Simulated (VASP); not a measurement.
Consider the following.

```yaml
crystal:
  lattice:
    - [3.88163, 0.00000, 0.00000]
    - [0.00000, 3.88163, 0.00000]
    - [0.00000, 0.00000, 5.59545]
  atoms:
    - { symbol: Zn, position: [0.00000, 0.00000, 0.50000] }
    - { symbol: Cd, position: [0.50000, 0.50000, 0.00000] }
    - { symbol: S, position: [0.50000, 0.00000, 0.27613] }
    - { symbol: S, position: [0.00000, 0.50000, 0.72387] }
```

All values below come from LDA (Ceperley-Alder, Perdew-Zunger), VASP's LDA PAW potentials (set 64) (plane waves; VASP). Numerical set-up: 400 eV cut-off, 10×10×7 Γ-centred mesh, Gaussian smearing of 0.010 eV, potentials Zn Cd S.

Task: Estimate the energy per atom (σ→0), band gap (on the k-mesh) with the smallest direct gap where there is one.

Result: 
```json
{
 "band gap (on the k-mesh)": "1.38 eV",
 "smallest direct gap (on the k-mesh)": "1.38 eV",
 "energy per atom (σ→0)": "-3887 meV/atom"
}
```

Total energies compare only between runs with the same potentials, cut-off and functional.

The structure comes from a computed database's ZnCdS2 entry (P-4m2); how it stands against other phases isn't given here. It was relaxed first, which changed the volume by -6 %.
